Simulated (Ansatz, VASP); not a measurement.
# Be (Beryllium): VASP beside Ansatz, part 2 of 2

Wanted: the spread between two codes on one cell, functional and k mesh. The cell is taken from a series of VASP runs on this material, whose earlier steps may have relaxed, scaled or displaced it; both programs get it as it stands.

VASP 6.6.1 and Ansatz 0.2.0.

So far: Starting point; Ansatz: zone-centre phonons, LDA; VASP: zone-centre phonons, LDA; Differences.

## (5) VASP: zone-centre phonons, PBEsol with D3(BJ)

Level of this step: PBEsol with D3(BJ); plane waves and PAW (Be) (VASP).

Second derivatives magnify differences that forces hide, and they need a tight electronic threshold. The cell compared in this pair holds 15.00 Å³, against 15.14 Å³ for the pair before.

Input file INCAR:

```
SYSTEM = Be
PREC = Accurate
ENCUT = 450
EDIFF = 1E-08
NELM = 100
ISMEAR = 1
SIGMA = 0.15
LREAL = .FALSE.
ALGO = Normal
GGA = PS
IVDW = 12
NBANDS = 8
LORBIT = 11
LWAVE = .FALSE.
LCHARG = .FALSE.
KPAR = 4
IBRION = 6
NFREE = 2
POTIM = 0.015
NSW = 1
ISIF = 2
```

Input file POSCAR:

```
Be
1.0
    2.2199661351      0.0000000000      0.0000000000
   -1.1099830676      1.9225470686      0.0000000000
    0.0000000000      0.0000000000      3.5152468490
Be
2
Direct
    0.6666666667      0.3333333333      0.7500000000
    0.3333333333      0.6666666667      0.2500000000
```

Input file KPOINTS:

```
Automatic mesh
0
Gamma
22 22 12
0 0 0
```

Potentials, in the order of the species: Be (PBE family, release 64).

Command:

```bash
> mpirun -np 4 vasp_std
```

Numbers of over 12 decimals in the logs are rounded to 6 here.

Output:

```text
[banner, memory and clock lines left out]
running    4 mpi-ranks, on    1 nodes
[...]
|                                                                             |
|               ----> ADVICE to this user running VASP <----                  |
|                                                                             |
|     You enforced a specific xc type in the INCAR file but a different       |
|     [... a line on the potential file left out ...]
|     I HOPE YOU KNOW WHAT YOU ARE DOING!                                     |
|                                                                             |

 LDA part: xc-table for (Slater+PW92), standard interpolation
 POSCAR, INCAR and KPOINTS ok, starting setup
[...]
entering main loop
       N       E                     dE             d eps       ncg     rms          rms(c)
DAV:   1    -0.450449150214E+01   -0.45045E+01   -0.16888E+03  6040   0.370E+02
DAV:   2    -0.800771381526E+01   -0.35032E+01   -0.33912E+01  9464   0.460E+01
DAV:   3    -0.801981808639E+01   -0.12104E-01   -0.12045E-01  6152   0.228E+00
DAV:   4    -0.801982561271E+01   -0.75263E-05   -0.75259E-05  8824   0.575E-02
[...]
DAV:   8    -0.798355505437E+01    0.35975E-05   -0.12007E-05  6576   0.277E-02    0.720E-03
DAV:   9    -0.798355576278E+01   -0.70842E-06   -0.51250E-07  7472   0.501E-03    0.432E-04
DAV:  10    -0.798355577143E+01   -0.86463E-08   -0.32100E-10  6384   0.144E-04
   1 F= -.85545534E+01 E0= -.85545931E+01  d E =0.118964E-03
[... from here on, the cycles between the ionic steps are left out ...]
   2 F= -.85541044E+01 E0= -.85541415E+01  d E =0.111471E-03
   3 F= -.85541044E+01 E0= -.85541415E+01  d E =0.111471E-03
   4 F= -.85535121E+01 E0= -.85535532E+01  d E =0.123139E-03
   5 F= -.85535121E+01 E0= -.85535532E+01  d E =0.123139E-03
 Finite differences progress:
  Degree of freedom:   2/  2
  Displacement:        2/  2
  Total:               4/  4
```

OUTCAR, selected parts (step 5):

```text
 Edisp (eV)   -0.57100

 Edisp (eV)   -0.57100

  Total       0.00062     0.00062     0.00342    -0.00000     0.00000    -0.00000
  in kB       0.06613     0.06613     0.36469    -0.00000     0.00000    -0.00000
  external pressure =        0.17 kB  Pullay stress =        0.00 kB

 POSITION                                       TOTAL-FORCE (eV/Angst)
 -----------------------------------------------------------------------------------
      1.10998      0.64085      2.62144         0.000000      0.000000      0.138869
     -0.00000      1.28170      0.87881        -0.000000      0.000000     -0.138869
 -----------------------------------------------------------------------------------
    total drift:                               -0.000000     -0.000000     -0.000000

  FREE ENERGIE OF THE ION-ELECTRON SYSTEM (eV)
  ---------------------------------------------------
  free  energy   TOTEN  =        -8.5535121082 eV

  energy  without entropy=       -8.5536352469  energy(sigma->0) =       -8.55355315

[... 1 part as in an earlier step ...]

[... 2 further parts left out ...]
[key lines of the parts left out:]
E-fermi :   7.6281
```

Dispersion corrections of this kind ignore metallic screening and tend to overbind metals.

## (6) Ansatz: zone-centre phonons, PBEsol with D3(BJ)

The same cell, functional, mesh and smearing now go to Ansatz, which takes its cutoff from its data sets.

The cell is taken from a series of VASP runs on this material, whose earlier steps may have relaxed, scaled or displaced it; both programs get it as it stands.

Input file input.yaml:

```yaml
crystal:
  lattice:
    - [2.2199661351, 0.0, 0.0]
    - [-1.1099830676, 1.9225470686, 0.0]
    - [0.0, 0.0, 3.515246849]
  atoms:
    - { symbol: Be, position: [0.6666666667, 0.3333333333, 0.75] }
    - { symbol: Be, position: [0.3333333333, 0.6666666667, 0.25] }
hamiltonian:
  xc: pbesol
  pseudopotentials: { kind: paw }
  dispersion: d3bj
kpoints:
  mp_grid: { grid: [22, 22, 12] }
scf:
  occupations: { method: methfessel_paxton, width: 0.15 }
phonons:
  method: dfpt
  qpoints: [[0, 0, 0]]
```

Command:

```bash
> ansatz run input.yaml --threads 4 --pin off --max-ram 9216MiB --backend cpu --events-out ev --progress --plain --runs-dir out
```

Output:

```text
[...]
Crystal: 2 atoms, lattice volume = 15.003 Å³
Basis set: ecut = 420 eV, 299 PW (Γ), exchange–correlation on 30×30×48 points (8 copies of the dense FFT grid, shifted against one another)
Bands: 6, of which v1, the nominal top of the filled ones, is band 2 counted from 1 (1 counted from 0)
Symmetry: 24 space group operations
k-points: 931 of 5808 (irreducible under 4 space group operations, time reversal used)
[...]
pairwise dispersion correction: d3bj (s6 = 1.0, s8 = 2.9491, a1 = 0.4466, a2_bohr = 6.1742), with the weights of each atom's references fixed at the reference crystal's, and the forces and stress that the weights' published response gives there kept as a pressure on the atom's counted neighbours (hamiltonian.dispersion)
  ASR residual per site (eV/Å²): 1.59e-4 1.59e-4
  Γ frequencies (cm⁻¹): 0.00 0.00 0.00 489.78 489.78 738.21
[...]
--- Phonons (arbitrary-q DFPT): 1 explicit q-point ---
[...]
[key lines of the parts left out:]
SCF converged after 6 iterations
Free energy (F): -181.260852 eV
Fermi energy:    8.780955 eV
```

Run time: 5.9 s. Hardware: 4 threads of Arm Neoverse V1, shared host; peak memory 0.53 GiB; 18 s of CPU time.

## (7) Differences

What differs besides the data sets and the points named for the pairs above, as far as they apply: Ansatz makes its cores anew for this functional, VASP keeps those of its PBE data sets; VASP leaves aspherical gradient terms in its spheres out (LASPH is not set), Ansatz keeps them; Ansatz takes the dispersion share of the force constants at frozen C6 weights, VASP differentiates the full forces; VASP uses finite displacements, Ansatz perturbation theory. Total energies have different zeros and are not compared.

Both answers:

| quantity | Ansatz | VASP | difference |
| --- | --- | --- | --- |
| optical mode 1 to 2 (cm⁻¹) | 489.8 | 490.7 | -0.19 % |
| optical mode 3 (cm⁻¹) | 738.2 | 747.4 | -1.24 % |

Modes are paired by rising frequency and degeneracy, not by their patterns, so a pair may still set unlike modes beside each other.

## (8) Other set-ups

Further runs change the set-up of one program: Ansatz's method, potentials or start, or VASP's data sets, cutoff or form of LDA. The table gives Ansatz less VASP for each quantity, since a change that brings one quantity closer may part another.

| run | optical mode 1 to 2 (%) | optical mode 3 (%) |
| --- | --- | --- |
| as above | -0.19 | -1.2 |
| Ansatz's all-electron LAPW method | -0.20 | -1.3 |

## (9) Results

| Property | Result |
| --- | --- |
| r.m.s. difference of the optical zone-centre modes, each program's sorted by frequency (zone-centre phonons, LDA) | 1.9 cm⁻¹ |
| r.m.s. difference of the optical zone-centre modes, each program's sorted by frequency (zone-centre phonons, PBEsol with D3(BJ)) | 5.4 cm⁻¹ |
| difference in optical mode 3 (zone-centre phonons, PBEsol with D3(BJ)) | -1.2 % |

In words: The r.m.s. difference of the optical zone-centre modes, each program's sorted by frequency is 1.9 cm⁻¹ (zone-centre phonons, LDA). Among the rows given in per cent, the largest difference of the zone-centre phonons, PBEsol with D3(BJ) pair is in optical mode 3, -1.2 %. For zone-centre phonons, PBEsol with D3(BJ), no further run moves any of the tabulated differences by more than a quarter of its size. How closely two codes agree says nothing of how well the functional describes the real material.

[Lines on the potential files, build, host, timing and source positions are cut from VASP's logs without a mark.]

[Logs are printed without paths, hosts, clocks, repeated set-up lines and the standing remarks that a program may print on its own settings, such as how far it seeks lower states.]

[Hosts, paths, dates, database ids (printed as entryN), source tags and the programs' standing remarks are cut or masked in the printed files.]
